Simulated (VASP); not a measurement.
Level of theory: PBE GGA, VASP's PBE PAW potentials (set 64) (plane waves; VASP).

Input for VASP

KPOINTS:
```
Automatic mesh
0
gamma
6 6 6
0 0 0
```

INCAR:
```
# general
SYSTEM =CeO2
PREC   =Accurate
ENCUT  =530   # plane-wave cut-off (eV)
LREAL  =.False.   # projection in real space or not
LASPH  =.True.   # aspherical one-centre terms

# electronic loop
EDIFF  =1E-6   # SCF stop (eV)
NELM   =100   # most electronic steps
ALGO   =Normal   # blocked Davidson
LMAXMIX=6

# smearing
ISMEAR =0   # Gaussian
SIGMA  =0.05   # width (eV)

# functional
GGA    =PE   # PBE

# ions
IBRION =2   # conjugate gradients
NSW    =60   # most ionic steps
ISIF   =3
EDIFFG =-0.02   # ionic stop

# output
LWAVE  =.False.
LCHARG =.False.
```

### POSCAR
```
CeO2
1.0
  0.0000000000   2.7288051812   2.7288051812
  2.7288051812   0.0000000000   2.7288051812
  2.7288051812   2.7288051812   0.0000000000
Ce O
1 2
Cart
  0.0000000000   0.0000000000   0.0000000000
  1.3644025906   1.3644025906   1.3644025906
  4.0932077718   4.0932077718   4.0932077718
```

POTCAR, in this order: Ce O (PBE.64 set). Program: vasp_std.

What VASP printed:

### OUTCAR
```
 ion  position               nearest neighbor table
   1  0.000  0.000  0.000-   3 2.36   3 2.36   3 2.36   2 2.36   2 2.36   2 2.36   3 2.36   2 2.36
  LATTYP: Found a face centered cubic cell.
 ALAT       =     5.4576103624
 Subroutine PRICEL returns:
 Original cell was already a primitive cell.
 Subroutine GETGRP returns: Found 48 space group operations
The static configuration has the point symmetry O_h .
The dynamic configuration has the point symmetry O_h .
 Subroutine INISYM returns: Found 48 space group operations
 Subroutine IBZKPT returns following result:
 Found     16 irreducible k-points:

 Following reciprocal coordinates:
            Coordinates               Weight
  0.000000  0.000000  0.000000      1.000000
  0.166667  0.000000  0.000000      8.000000
  0.333333  0.000000  0.000000      8.000000
  0.500000  0.000000  0.000000      4.000000
  0.166667  0.166667  0.000000      6.000000
  0.333333  0.166667  0.000000     24.000000
  0.500000  0.166667  0.000000     24.000000
 -0.333333  0.166667  0.000000     24.000000
 -0.166667  0.166667  0.000000     12.000000
  0.333333  0.333333  0.000000      6.000000
  0.500000  0.333333  0.000000     24.000000
 -0.333333  0.333333  0.000000     12.000000
  0.500000  0.500000  0.000000      3.000000
  0.500000  0.333333  0.166667     24.000000
 -0.333333  0.333333  0.166667     24.000000
 -0.333333  0.500000  0.166667     12.000000
   k-points           NKPTS =     16   k-points in BZ     NKDIM =     16   number of bands    NBANDS=     16
   number of dos      NEDOS =    301   number of ions     NIONS =      3
   total plane-waves  NPLWV =  27000
   dimension x,y,z NGX =    30 NGY =   30 NGZ =   30
   dimension x,y,z NGXF=    60 NGYF=   60 NGZF=   60
   ions per type =               1   2
   PREC   = accura    normal or accurate (medium, high low for compatibility)
   ISTART =      0    job   : 0-new  1-cont  2-samecut
   ICHARG =      2    charge: 1-file 2-atom 10-const
   ISPIN  =      1    spin polarized calculation?
   LNONCOLLINEAR =      F non collinear calculations
   LSORBIT =      F    spin-orbit coupling
   INIWAV =      1    electr: 0-lowe 1-rand  2-diag
   ENCUT  =  530.0 eV  38.95 Ry    6.24 a.u.   7.24  7.24  7.24*2*pi/ulx,y,z
   NELM   =    100;   NELMIN=  2; NELMDL= -5     # of ELM steps
   EDIFF  = 0.1E-05   stopping-criterion for ELM
   LREAL  =      F    real-space projection
   NLSPLINE    = F    spline interpolate recip. space projectors
   LMAXMIX     =    6 max onsite mixed and CHGCAR
   VOSKOWN=      0    Vosko Wilk Nusair interpolation
   EDIFFG = -.2E-01   stopping-criterion for IOM
   NSW    =     60    number of steps for IOM
   NBLOCK =      1;   KBLOCK =     60    inner block; outer block
   IBRION =      2    ionic relax: 0-MD 1-quasi-New 2-CG
   NFREE  =      1    steps in history (QN), initial steepest desc. (CG)
   ISIF   =      3    stress and relaxation
   ISYM   =      2    0-nonsym 1-usesym 2-fastsym
   TEIN   =    0.0    initial temperature
   TEBEG  =    0.0;   TEEND  =   0.0 temperature during run
   SMASS  =  -3.00    Nose mass-parameter (am)
   PSTRESS=    0.0 pullay stress
   NELECT =      24.0000    total number of electrons
   EFERMI =   0.00;   METHOD = LEGACY
   ISMEAR =     0;   SIGMA  =   0.05  broadening in eV -4-tet -1-fermi 0-gaus
   IALGO  =     38    algorithm
   LDIAG  =      T    sub-space diagonalisation (order eigenvalues)
   IMIX   =      4    mixing-type and parameters
     AMIX     =   0.40;   BMIX     =  1.00
     AMIX_MAG =   1.60;   BMIX_MAG =  1.00
     AMIN     =   0.10
   GGA     = PE    functional components
   VOSKOWN =     0    Vosko Wilk Nusair interpolation
   LHFCALC =     F    Hartree Fock is set to
   LHFONE  =     F    Hartree Fock one center treatment
...
```

**OSZICAR**
```
       N       E                     dE             d eps       ncg     rms          rms(c)
DAV:   1     0.229075886661E+03    0.22908E+03   -0.11889E+04   512   0.200E+03
DAV:   2     0.188035732651E+02   -0.21027E+03   -0.20477E+03   736   0.315E+02
DAV:   3    -0.297161710908E+02   -0.48520E+02   -0.43999E+02   720   0.141E+02
DAV:   4    -0.317431561274E+02   -0.20270E+01   -0.20269E+01   752   0.359E+01
DAV:   5    -0.318302023276E+02   -0.87046E-01   -0.87043E-01   888   0.717E+00    0.293E+01
DAV:   6    -0.298821482211E+02    0.19481E+01   -0.97488E+01   760   0.593E+01    0.288E+01
DAV:   7    -0.284005568984E+02    0.14816E+01   -0.20354E+02   776   0.132E+02    0.208E+01
DAV:   8    -0.277248510559E+02    0.67571E+00   -0.38790E+00   624   0.212E+01    0.141E+01
DAV:   9    -0.263305987757E+02    0.13943E+01   -0.65703E+00   752   0.213E+01    0.206E+00
DAV:  10    -0.262889977606E+02    0.41601E-01   -0.25266E-01   912   0.444E+00    0.144E+00
DAV:  11    -0.262612459936E+02    0.27752E-01   -0.47338E-02   728   0.211E+00    0.121E+00
DAV:  12    -0.262322330725E+02    0.29013E-01   -0.10342E-01   696   0.291E+00    0.714E-01
DAV:  13    -0.262346023204E+02   -0.23692E-02   -0.14515E-01   824   0.354E+00    0.932E-01
DAV:  14    -0.262297801594E+02    0.48222E-02   -0.71001E-02   776   0.249E+00    0.181E-01
DAV:  15    -0.262296463662E+02    0.13379E-03   -0.43942E-03   760   0.646E-01    0.871E-02
DAV:  16    -0.262296014981E+02    0.44868E-04   -0.60779E-04   656   0.236E-01    0.265E-02
DAV:  17    -0.262296158358E+02   -0.14338E-04   -0.13457E-04   784   0.116E-01    0.318E-02
DAV:  18    -0.262296062016E+02    0.96343E-05   -0.23033E-05   816   0.447E-02    0.178E-02
DAV:  19    -0.262296015324E+02    0.46692E-05   -0.28926E-05   768   0.485E-02    0.188E-03
DAV:  20    -0.262296012406E+02    0.29180E-06   -0.17598E-06   416   0.138E-02
   1 F= -.26229601E+02 E0= -.26229601E+02  d E =-.262296E+02
       N       E                     dE             d eps       ncg     rms          rms(c)
DAV:   1    -0.262400710180E+02   -0.10469E-01   -0.27117E-01   536   0.543E+00    0.159E+00
DAV:   2    -0.262354664984E+02    0.46045E-02   -0.14026E-01   768   0.380E+00    0.746E-01
DAV:   3    -0.262315860734E+02    0.38804E-02   -0.10847E-01   752   0.267E+00    0.578E-01
DAV:   4    -0.262295571611E+02    0.20289E-02   -0.18098E-02   760   0.123E+00    0.401E-02
DAV:   5    -0.262295272663E+02    0.29895E-04   -0.43703E-04   864   0.163E-01    0.512E-02
DAV:   6    -0.262295317914E+02   -0.45251E-05   -0.39678E-05   920   0.511E-02    0.213E-02
DAV:   7    -0.262295380587E+02   -0.62673E-05   -0.49251E-05   872   0.411E-02    0.643E-03
DAV:   8    -0.262295375842E+02    0.47451E-06   -0.50443E-06   576   0.171E-02
   2 F= -.26229538E+02 E0= -.26229538E+02  d E =0.636564E-04
       N       E                     dE             d eps       ncg     rms          rms(c)
DAV:   1    -0.262327166453E+02   -0.31786E-02   -0.74219E-02   536   0.286E+00    0.827E-01
DAV:   2    -0.262312333987E+02    0.14832E-02   -0.33276E-02   768   0.184E+00    0.363E-01
DAV:   3    -0.262304967341E+02    0.73666E-03   -0.28837E-02   752   0.139E+00    0.314E-01
DAV:   4    -0.262298662951E+02    0.63044E-03   -0.50040E-03   760   0.649E-01    0.218E-02
DAV:   5    -0.262298605280E+02    0.57671E-05   -0.14403E-04   880   0.735E-02    0.177E-02
DAV:   6    -0.262298629311E+02   -0.24031E-05   -0.58089E-06   640   0.172E-02    0.140E-02
DAV:   7    -0.262298694863E+02   -0.65552E-05   -0.12591E-05   928   0.246E-02    0.804E-03
DAV:   8    -0.262298701035E+02   -0.61715E-06   -0.71153E-06   888   0.148E-02
   3 F= -.26229870E+02 E0= -.26229870E+02  d E =-.268863E-03
```

### OUTCAR
```
------------------------ aborting loop because EDIFF is reached ----------------------------------------
  FORCE on cell =-STRESS in cart. coord.  units (eV):
  Direction    XX          YY          ZZ          XY          YZ          ZX
  --------------------------------------------------------------------------------------
  Total       -0.0020340     -0.0020340     -0.0020340     -0.0000000      0.0000000      0.0000000
  in kB       -0.0799092     -0.0799092     -0.0799092     -0.0000000      0.0000000      0.0000000
  external PRESSURE =      -0.0799092 kB  Pullay stress =       0.0000000 kB
  volume of cell :       40.78
      direct lattice vectors                 reciprocal lattice vectors
     0.000000000  2.731986041  2.731986041    -0.183017041  0.183017041  0.183017041
     2.731986041  0.000000000  2.731986041     0.183017041 -0.183017041  0.183017041
     2.731986041  2.731986041 -0.000000000     0.183017041  0.183017041 -0.183017041
 POSITION                                       TOTAL-FORCE (eV/Angst)
 -----------------------------------------------------------------------------------
      0.00000      0.00000      0.00000        -0.000000      0.000000      0.000000
      1.36599      1.36599      1.36599        -0.000000     -0.000000     -0.000000
      4.09798      4.09798      4.09798         0.000000      0.000000      0.000000
 -----------------------------------------------------------------------------------
    total drift:                                0.000000     -0.000000      0.000000
  FREE ENERGIE OF THE ION-ELECTRON SYSTEM (eV)
  ---------------------------------------------------
  free  energy   TOTEN  =       -26.2298701035 eV

  energy  without entropy=      -26.2298701035  energy(sigma->0) =      -26.22987010

 reached required accuracy - stopping structural energy minimisation
```
(Selected blocks of OUTCAR.)

CONTCAR:
```
CeO2
   1.00000000000000
     0.0000000000000000    2.7319860405101162    2.7319860405101162
     2.7319860405101162    0.0000000000000000    2.7319860405101162
     2.7319860405101162    2.7319860405101162   -0.0000000000000000
  Ce              O
     1     2
Direct
     0.0000000000000000    0.0000000000000000    0.0000000000000000
     0.2500000000000000    0.2500000000000000    0.2500000000000000
     0.7500000000000000    0.7500000000000000    0.7500000000000000
```

The compound is CeO2 in the fluorite structure. This run relaxes it. Symmetry was kept, so distortions that lower it aren't found. The start is the result of an earlier pass. The run is not spin-polarised, so no magnetic state was tried.
